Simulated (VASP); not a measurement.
Level of theory: rev-vdW-DF2, VASP's PBE PAW potentials (set 64) (plane waves; VASP 6.6.1).

VASP input:

**INCAR**
```
AGGAC = 0.0
ALGO = Normal
EDIFF = 1E-6
EDIFFG = -0.01
ENCUT = 520
GGA = MK
IBRION = 2
ISIF = 3
ISMEAR = 1
LASPH = T
LCHARG = F
LMAXMIX = 4
LREAL = F
LUSE_VDW = T
LWAVE = F
NELM = 100
NSW = 60
PARAM1 = 0.1234568
PARAM2 = 0.7114
PREC = Accurate
SIGMA = 0.1
SYSTEM = Sn
ZAB_VDW = -1.8867
```

File KPOINTS:
```
Automatic mesh
0
Gamma
12 12 12
0 0 0
```

### POSCAR
```
Sn
1
   -2.9477378518     2.9477378518     1.6052223339
    2.9477378518    -2.9477378518     1.6052223339
    2.9477378518     2.9477378518    -1.6052223339
Sn
2
Direct
  0.2500000000   0.7500000000   0.5000000000
  0.0000000000   0.0000000000   0.0000000000
```

POTCAR, in this order: Sn_d (PBE.64 set). Program: vasp_std.

What VASP printed:

### OUTCAR
```
 ion  position               nearest neighbor table
   1  0.250  0.750  0.500-   2 3.06   2 3.06   2 3.06   2 3.06
   2  0.000  0.000  0.000-   1 3.06   1 3.06   1 3.06   1 3.06
  LATTYP: Found a body centered tetragonal cell.
 ALAT       =     5.8954757036
 C/A-ratio  =     0.5445607495
 Subroutine PRICEL returns:
 Original cell was already a primitive cell.
 Subroutine GETGRP returns: Found 16 space group operations
The static configuration has the point symmetry D_2d.
 The point group associated with its full space group is D_4h.
The dynamic configuration has the point symmetry D_2d.
 Subroutine INISYM returns: Found 16 space group operations
 Subroutine IBZKPT returns following result:
 Found    163 irreducible k-points:

 Following reciprocal coordinates:
            Coordinates               Weight
  0.000000  0.000000  0.000000      1.000000
  0.083333  0.000000  0.000000      8.000000
  0.166667  0.000000  0.000000      8.000000
  0.250000  0.000000  0.000000      8.000000
  0.333333  0.000000 -0.000000      8.000000
  0.416667  0.000000  0.000000      8.000000
  0.500000  0.000000  0.000000      4.000000
  0.083333  0.083333  0.000000      8.000000
  0.166667  0.083333  0.000000     16.000000
  0.250000  0.083333  0.000000     16.000000
  0.333333  0.083333 -0.000000     16.000000
  0.416667  0.083333  0.000000     16.000000
  0.500000  0.083333  0.000000     16.000000
 -0.416667  0.083333  0.000000     16.000000
 -0.333333  0.083333  0.000000     16.000000
 -0.250000  0.083333  0.000000     16.000000
 -0.166667  0.083333 -0.000000     16.000000
 -0.083333  0.083333  0.000000      4.000000
  0.166667  0.166667  0.000000      8.000000
  0.250000  0.166667  0.000000     16.000000
  0.333333  0.166667 -0.000000     16.000000
  0.416667  0.166667  0.000000     16.000000
...
```

OSZICAR:
```
       N       E                     dE             d eps       ncg     rms          rms(c)
DAV:   1     0.207967506774E+03    0.20797E+03   -0.15032E+04  5874   0.240E+03
DAV:   2     0.160043886287E+02   -0.19196E+03   -0.18983E+03  5872   0.450E+02
DAV:   3    -0.146633227650E+01   -0.17471E+02   -0.17318E+02  6768   0.139E+02
DAV:   4    -0.198110632959E+01   -0.51477E+00   -0.51340E+00  6628   0.262E+01
DAV:   5    -0.200155177310E+01   -0.20445E-01   -0.20444E-01  7972   0.479E+00    0.214E+00
DAV:   6    -0.198698996403E+01    0.14562E-01   -0.34764E-02  7596   0.283E+00    0.118E+00
DAV:   7    -0.198409964996E+01    0.28903E-02   -0.20078E-02  7588   0.209E+00    0.160E-01
DAV:   8    -0.198415717261E+01   -0.57523E-04   -0.20098E-03  6472   0.658E-01    0.375E-02
DAV:   9    -0.198416735609E+01   -0.10183E-04   -0.57924E-05  7526   0.807E-02    0.142E-02
DAV:  10    -0.198416746448E+01   -0.10838E-06   -0.95296E-06  6828   0.432E-02
   1 F= -.19841675E+01 E0= -.19840479E+01  d E =-.198417E+01
```

**OUTCAR**
```
------------------------ aborting loop because EDIFF is reached ----------------------------------------
  FORCE on cell =-STRESS in cart. coord.  units (eV):
  Direction    XX          YY          ZZ          XY          YZ          ZX
  --------------------------------------------------------------------------------------
  Total       -0.0144611     -0.0144611     -0.0005582      0.0000000      0.0000000      0.0000000
  in kB       -0.4152779     -0.4152779     -0.0160306      0.0000000      0.0000000      0.0000000
  external PRESSURE =      -0.2821954 kB  Pullay stress =       0.0000000 kB
  volume of cell :       55.79
      direct lattice vectors                 reciprocal lattice vectors
    -2.947737852  2.947737852  1.605222334     0.000000000  0.169621596  0.311483331
     2.947737852 -2.947737852  1.605222334     0.169621596  0.000000000  0.311483331
     2.947737852  2.947737852 -1.605222334     0.169621596  0.169621596  0.000000000
 POSITION                                       TOTAL-FORCE (eV/Angst)
 -----------------------------------------------------------------------------------
      2.94774     -0.00000      0.80261         0.000000     -0.000000     -0.000000
      0.00000      0.00000      0.00000        -0.000000      0.000000      0.000000
 -----------------------------------------------------------------------------------
    total drift:                               -0.000000     -0.000000      0.000000
  FREE ENERGIE OF THE ION-ELECTRON SYSTEM (eV)
  ---------------------------------------------------
  free  energy   TOTEN  =        -1.9841674645 eV

  energy  without entropy=       -1.9838088878  energy(sigma->0) =       -1.98404794

 reached required accuracy - stopping structural energy minimisation
```
(Selected blocks of OUTCAR.)

The compound is Sn in the beta structure. It was relaxed first. The start is the result of an earlier pass.
